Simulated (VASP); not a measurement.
# Sb2Te4O in VASP: notebook, part 2 of 2

VASP 6.6.1. The steps go on from the part before.

**4. Relaxation of cell and atoms, PBE**

This run uses another cell than the first one, of 28.35 Å³/atom, 0.801 times its volume.

The input, INCAR:

```
PREC = Normal
ENCUT = 520
EDIFF = 1E-4
ISMEAR = 0
SIGMA = 0.15
LREAL = F
LASPH = T
NELM = 60
ALGO = Fast
ISIF = 3
LWAVE = F
LCHARG = F
GGA = PE
IBRION = 2
NSW = 24
EDIFFG = -0.08
KPAR = 2
```

The input, KPOINTS:

```
regular mesh
0
Gamma
  3 3 2
```

The input, POSCAR:

```
Sb2Te4O
1.0
    4.5139996100      0.0000000000      0.0000000000
    0.0000000000      4.5139996100      0.0000000000
    0.0000000000      0.0000000000      9.7387413900
Sb Te O
2 4 1
Direct
    0.5000000000      0.0000000000      0.2345710800
    0.0000000000      0.5000000000      0.7654289200
    0.5000000000      0.5000000000      0.5000000000
    0.0000000000      0.0000000000      0.5000000000
    0.5000000000      0.0000000000      0.8708394800
    0.0000000000      0.5000000000      0.1291605200
    0.5000000000      0.5000000000      0.0000000000
```

Launch:

```sh
cat potpaw_PBE.64/Sb/POTCAR potpaw_PBE.64/Te/POTCAR potpaw_PBE.64/O/POTCAR > POTCAR
mpirun -np 2 vasp_std > vasp.out
```

Run time: 86 s. Hardware: 2 MPI ranks of Intel Xeon Platinum 8375C at 2.90GHz (Ice Lake), shared host; peak memory 0.21 GiB.

The run converged. Its results:

* Free energy: -25.0315 eV
* Relaxed volume: 25.91 Å³/atom
* Relaxed cell: a = 4.489 Å, b = 4.489 Å, c = 9.001 Å, α = 90.00°, β = 90.00°, γ = 90.00°
* Space group after relaxing (to 0.05 Å): P-4m2 (No. 115)
* Energy gained by relaxing: 126.1 meV/atom
* Ionic steps: 12
* Pressure after relaxing: 0.2 GPa
* Largest force after relaxing: 0.054 eV/Å
* Band gap on the k mesh: none (metal or under the smearing width)

Forces in eV/Å, atoms in the order of the input:
```
Sb   0.000  0.000 -0.029
Sb   0.000  0.000  0.029
Te   0.000  0.000  0.000
Te   0.000  0.000  0.000
Te   0.000  0.000 -0.054
Te   0.000  0.000  0.054
O    0.000  0.000  0.000
```

Stress tensor (GPa, compression positive):
```
0.18 0.00 0.00
0.00 0.18 0.00
0.00 0.00 0.26
```

The path:
| step | energy change (eV) | largest force (eV/Å) | pressure (GPa) | volume (Å³) |
| --- | --- | --- | --- | --- |
| 1 | 0.0000 | 0.9816 | -4.27 | 198.44 |
| 2 | -0.4458 | 0.9922 | 1.14 | 177.46 |
| 3 | -0.4498 | 0.9736 | 1.69 | 175.57 |
| 4 | -0.7304 | 0.6941 | 2.52 | 173.17 |
| 5 | -0.7483 | 0.5054 | 3.05 | 172.32 |
| 6 | -0.8377 | 0.1677 | -1.01 | 184.53 |
| 7 | -0.8473 | 0.2406 | -0.30 | 181.45 |
| 8 | -0.8470 | 0.2525 | -0.03 | 180.97 |
| 9 | -0.8714 | 0.2186 | -0.02 | 181.23 |
| 10 | -0.8758 | 0.2010 | -0.01 | 181.38 |
| 11 | -0.8813 | 0.0956 | 0.14 | 181.38 |
| 12 | -0.8824 | 0.0542 | 0.21 | 181.38 |

Final structure:
```cif
data_structure
_symmetry_space_group_name_H-M 'P 1'
_symmetry_Int_Tables_number 1
_cell_length_a 4.4890
_cell_length_b 4.4890
_cell_length_c 9.0007
_cell_angle_alpha 90.000
_cell_angle_beta 90.000
_cell_angle_gamma 90.000
_cell_volume 181.38
loop_
_atom_site_label
_atom_site_type_symbol
_atom_site_fract_x
_atom_site_fract_y
_atom_site_fract_z
_atom_site_occupancy
Sb1 Sb 0.50000 0.00000 0.21576 1
Sb2 Sb 0.00000 0.50000 0.78424 1
Te1 Te 0.50000 0.50000 0.50000 1
Te2 Te 0.00000 0.00000 0.50000 1
Te3 Te 0.50000 0.00000 0.89038 1
Te4 Te 0.00000 0.50000 0.10962 1
O1 O 0.50000 0.50000 0.00000 1
```

Levels at points of the mesh, in eV from the Fermi level:
| k point | band 17 | band 18 | band 19 | band 20 | band 21 | band 22 | band 23 | band 24 |
| --- | --- | --- | --- | --- | --- | --- | --- | --- |
| (0.00, 0.00, 0.00) | -1.26 | -0.91 | -0.91 | -0.41 | 1.60 | 1.60 | 2.12 | 2.48 |
| (0.00, 0.00, 0.50) | -1.10 | -0.97 | -0.97 | -0.49 | 1.30 | 1.36 | 1.36 | 1.56 |

Caveat: the k mesh is coarse (spacing up to 0.46 Å⁻¹), so the values aren't converged; the relaxation stopped at a loose force limit of 0.08 eV/Å, so its end isn't a converged minimum.

**5. Relaxation of cell and atoms, PBE**

This run uses another cell than the first one, of 28.01 Å³/atom, 0.792 times its volume.

INCAR is that of step 4.

KPOINTS is that of step 4.

The input, POSCAR:

```
Sb2Te4O
1.0
    4.4474712100      0.0000000000      0.0000000000
    0.0000000000      4.4474712100      0.0000000000
    0.0000000000      0.0000000000      9.9131979100
Sb Te O
2 4 1
Direct
    0.0000000000      0.5000000000      0.2612232300
    0.5000000000      0.0000000000      0.7387767700
    0.5000000000      0.0000000000      0.3609859300
    0.0000000000      0.5000000000      0.6390140700
    0.5000000000      0.5000000000      0.0000000000
    0.0000000000      0.0000000000      0.0000000000
    0.5000000000      0.5000000000      0.5000000000
```

Potentials or basis: VASP PAW PBE potentials, release 64 (Sb, Te, O).

Launch:

```sh
cat potpaw_PBE.64/Sb/POTCAR potpaw_PBE.64/Te/POTCAR potpaw_PBE.64/O/POTCAR > POTCAR
mpirun -np 2 vasp_std > vasp.out
```

OUTCAR:

```text
PREC = Normal
   ENCUT = 520
   EDIFF = 1E-4
   ISMEAR = 0
   LREAL = F
   LASPH = T
   NELM = 60
   ISIF = 3
   GGA = PE
   IBRION = 2
   NSW = 24
   EDIFFG = -0.08

 ion  position               nearest neighbor table
   1  0.000  0.500  0.261-   3 3.30   3 3.30   3 3.30   3 3.30   6 3.41   6 3.41   5 3.41   5 3.41

   2  0.500  0.000  0.739-   4 3.30   4 3.30   4 3.30   4 3.30   5 3.41   6 3.41   6 3.41   5 3.41

   3  0.500  0.000  0.361-   7 2.62   7 2.62   1 3.30   1 3.30   1 3.30   1 3.30
   4  0.000  0.500  0.639-   7 2.62   7 2.62   2 3.30   2 3.30   2 3.30   2 3.30
   5  0.500  0.500  0.000-   6 3.14   6 3.14   6 3.14   6 3.14   2 3.41   1 3.41   1 3.41   2 3.41

   6  0.000  0.000  0.000-   5 3.14   5 3.14   5 3.14   5 3.14   2 3.41   2 3.41   1 3.41   1 3.41

   7  0.500  0.500  0.500-   3 2.62   4 2.62   3 2.62   4 2.62

  LATTYP: Found a simple tetragonal cell.
 ALAT       =     4.4474712100
 C/A-ratio  =     2.2289515641

  Lattice vectors:

 A1 = (   4.4474712100,   0.0000000000,   0.0000000000)
 A2 = (   0.0000000000,   4.4474712100,   0.0000000000)
 A3 = (   0.0000000000,   0.0000000000,   9.9131979100)

Analysis of symmetry for initial positions (statically):
=====================================================================
 Subroutine PRICEL returns:
 Original cell was already a primitive cell.

 Routine SETGRP: Setting up the symmetry group for a
 simple tetragonal supercell.

 Subroutine GETGRP returns: Found  8 space group operations
 (whereof  8 operations were pure point group operations)
 out of a pool of 16 trial point group operations.

The static configuration has the point symmetry D_2d.

Analysis of symmetry for dynamics (positions and initial velocities):
=====================================================================
 Subroutine PRICEL returns:
 Original cell was already a primitive cell.

 Routine SETGRP: Setting up the symmetry group for a
 simple tetragonal supercell.
[... 131 lines left out ...]
  energy-cutoff  :      520.00
  volume of cell :      196.08
 maximum number of plane-waves:      5332
   NGX = 17   NGY = 17   NGZ = 37

--------------------------------------- Ionic step        1  -------------------------------------------

 number of electron      40.0000026 magnetization

 Free energy of the ion-electron system (eV)
  ---------------------------------------------------
  ext. energy  EPLUGINS =         0.00000000
  ---------------------------------------------------
  free energy    TOTEN  =       -23.93402681 eV

  energy without entropy =      -23.86996086  energy(sigma->0) =      -23.90199383

------------------------ aborting loop because EDIFF is reached ----------------------------------------

  FORCE on cell =-STRESS in cart. coord.  units (eV):
  Direction    XX          YY          ZZ          XY          YZ          ZX
  --------------------------------------------------------------------------------------
  -------------------------------------------------------------------------------------
  Total       -3.1231117     -3.1231117     -5.7629496      0.0000000     -0.0000000      0.0000000
  in kB      -25.5186697    -25.5186697    -47.0885520      0.0000000     -0.0000000      0.0000000
  external PRESSURE =     -32.7086305 kB  Pullay stress =       0.0000000 kB
[... 104 lines left out ...]
  FREE ENERGIE OF THE ION-ELECTRON SYSTEM (eV)
  ---------------------------------------------------
  free  energy   TOTEN  =       -24.1878570607 eV

  energy  without entropy=      -24.1390737503  energy(sigma->0) =      -24.16346541

 E-fermi :   7.6152     XC(G=0): -10.0506

 val. band max:        7.3717098482   @ k =   0.3333   0.0000   0.0000
 cond. band min:       7.8397980073   @ k =   0.3333   0.0000   0.5000
 fundamental gap:      0.4680881590
 Fermi energy:         7.6152442020

 k-point     1 :       0.0000    0.0000    0.0000
  band No.  band energies     occupation
      1     -10.7849      2.00000
      2      -5.7046      2.00000
      3      -3.8494      2.00000
      4      -3.6285      2.00000
      5      -1.7193      2.00000
      6      -1.5545      2.00000
[... 151 lines left out ...]
     23       9.9119      0.00000
     24      10.2679      0.00000

[... ionic steps 4 to 14 ...]

--------------------------------------- Ionic step       15  -------------------------------------------

 number of electron      40.0000002 magnetization

------------------------ aborting loop because EDIFF is reached ----------------------------------------
[... 77 lines left out ...]
--------------------------------------- Ionic step       17  -------------------------------------------

 number of electron      40.0000006 magnetization

 Free energy of the ion-electron system (eV)
  ---------------------------------------------------
  ext. energy  EPLUGINS =         0.00000000
  ---------------------------------------------------
  free energy    TOTEN  =       -25.03209018 eV

  energy without entropy =      -25.00607980  energy(sigma->0) =      -25.01908499

 E-fermi :   7.3340     XC(G=0):  -9.9474

 val. band max:        7.1781501596   @ k =   0.3333   0.0000   0.0000
 cond. band min:       7.4802959073   @ k =   0.3333   0.3333   0.5000
 fundamental gap:      0.3021457477
 Fermi energy:         7.3340415039

 k-point     1 :       0.0000    0.0000    0.0000
  band No.  band energies     occupation
      1     -11.1964      2.00000
      2      -5.7003      2.00000
      3      -4.2581      2.00000
      4      -3.9646      2.00000
      5      -1.8981      2.00000
      6      -1.5122      2.00000
[... 185 lines left out ...]
  FREE ENERGIE OF THE ION-ELECTRON SYSTEM (eV)
  ---------------------------------------------------
  free  energy   TOTEN  =       -25.0320901843 eV

  energy  without entropy=      -25.0060797964  energy(sigma->0) =      -25.01908499

 reached required accuracy - stopping structural energy minimisation
```

OSZICAR:

```text
N       E                     dE             d eps       ncg     rms          rms(c)
DAV:   1     0.231597213341E+03    0.23160E+03   -0.15065E+04   288   0.136E+03
DAV:   2     0.183784908374E+01   -0.22976E+03   -0.22684E+03   344   0.216E+02
DAV:   3    -0.257787666572E+02   -0.27617E+02   -0.27383E+02   392   0.787E+01
[... 147 lines left out ...]
DAV:   1    -0.250337831608E+02   -0.48044E-02   -0.30625E-01   304   0.281E+00    0.483E-01
RMM:   2    -0.250326946827E+02    0.10885E-02   -0.16921E-02   289   0.675E-01    0.165E-01
RMM:   3    -0.250322936190E+02    0.40106E-03   -0.36011E-03   304   0.259E-01    0.120E-01
RMM:   4    -0.250321457536E+02    0.14787E-03   -0.95053E-04   276   0.140E-01    0.565E-02
RMM:   5    -0.250320901843E+02    0.55569E-04   -0.23947E-04   174   0.724E-02
  17 F= -.25032090E+02 E0= -.25019085E+02  d E =-.102154E-01
```

Run time: 2 min. Hardware: 2 MPI ranks of Intel Xeon Platinum 8375C at 2.90GHz (Ice Lake), shared host; peak memory 0.22 GiB.

What came out:

* Free energy: -25.0321 eV
* Relaxed volume: 25.97 Å³/atom
* Relaxed cell: a = 4.495 Å, b = 4.495 Å, c = 8.998 Å, α = 90.00°, β = 90.00°, γ = 90.00°
* Space group after relaxing (to 0.05 Å): P-4m2 (No. 115)
* Energy gained by relaxing: 156.9 meV/atom
* Ionic steps: 17
* Pressure after relaxing: 0.1 GPa
* Largest force after relaxing: 0.058 eV/Å
* Band gap on the k mesh: none (metal or under the smearing width)

Forces on the atoms (eV/Å):
```
Sb   0.000  0.000  0.016
Sb   0.000  0.000 -0.016
Te   0.000  0.000 -0.058
Te   0.000  0.000  0.058
Te   0.000  0.000  0.000
Te   0.000  0.000  0.000
O    0.000  0.000  0.000
```

The path:
| step | energy change (eV) | largest force (eV/Å) | pressure (GPa) | volume (Å³) |
| --- | --- | --- | --- | --- |
| 1 | 0.0000 | 0.7339 | -3.27 | 196.08 |
| 2 | -0.2498 | 0.9017 | 0.71 | 180.28 |
| 3 | -0.2538 | 0.9329 | 1.55 | 177.42 |
| 4 | -0.5092 | 1.1011 | 2.55 | 173.69 |
| 5 | -0.2467 | 1.3604 | 9.64 | 161.59 |
| 6 | -0.6374 | 1.1472 | 3.46 | 170.56 |
| 7 | -0.6898 | 1.0318 | 5.63 | 166.16 |
| 8 | -0.7070 | 1.1379 | 4.84 | 167.61 |
| 9 | -0.8824 | 0.7301 | 3.20 | 171.70 |
| 10 | -0.9096 | 0.3942 | 2.51 | 174.27 |
| 11 | -1.0027 | 0.4418 | 1.09 | 178.11 |
| 12 | -1.0389 | 0.4700 | -0.96 | 183.22 |
| 13 | -1.0393 | 0.4679 | -0.91 | 182.84 |
| 14 | -1.0644 | 0.3804 | -0.54 | 182.05 |
| 15 | -1.0878 | 0.2005 | 0.31 | 180.22 |
| 16 | -1.0949 | 0.1241 | 0.23 | 180.89 |
| 17 | -1.0981 | 0.0584 | 0.10 | 181.80 |

Final structure:
```
CELL_PARAMETERS angstrom
4.49485 0.00000 0.00000
0.00000 4.49485 0.00000
0.00000 0.00000 8.99817
ATOMIC_POSITIONS crystal
Sb 0.00000 0.50000 0.28497
Sb 0.50000 0.00000 0.71503
Te 0.50000 0.00000 0.39002
Te 0.00000 0.50000 0.60998
Te 0.50000 0.50000 0.00000
Te 0.00000 0.00000 0.00000
O 0.50000 0.50000 0.50000
```

Caveat: the k mesh is coarse (spacing up to 0.47 Å⁻¹), so the values aren't converged; the relaxation stopped at a loose force limit of 0.08 eV/Å, so its end isn't a converged minimum. Spin-orbit coupling is left out, which matters for the levels of Sb, Te.

**6. The runs side by side**

| k mesh | gap on the mesh (eV) | pressure (GPa) | relaxed volume (Å³/atom) | largest force (eV/Å) |
| --- | --- | --- | --- | --- |
| 3 × 3 × 3 | none | 0.1 | 55.73 | 0.02 |
| 5 × 5 × 5 | none | -0.2 | 33.99 | 0.06 |
| 3 × 3 × 2 | none | 0.1 | 25.97 | 0.06 |

Alike in all rows: task relaxation of cell and atoms; level PBE; potentials or basis VASP PAW PBE potentials, release 64 (Sb, Te, O); no spin polarisation; cell relaxed; cutoff (eV) 520; smearing gaussian 0.15 eV; the mesh is coarse, so values aren't converged.

Caveats: all runs use coarse meshes; the relaxation stopped at a loose force limit of 0.08 eV/Å, so its end isn't a converged minimum; the volume moved by over 15 % at a fixed basis, so the end points are rough (some runs).

Absolute energies hang on the potentials; compare differences alone.
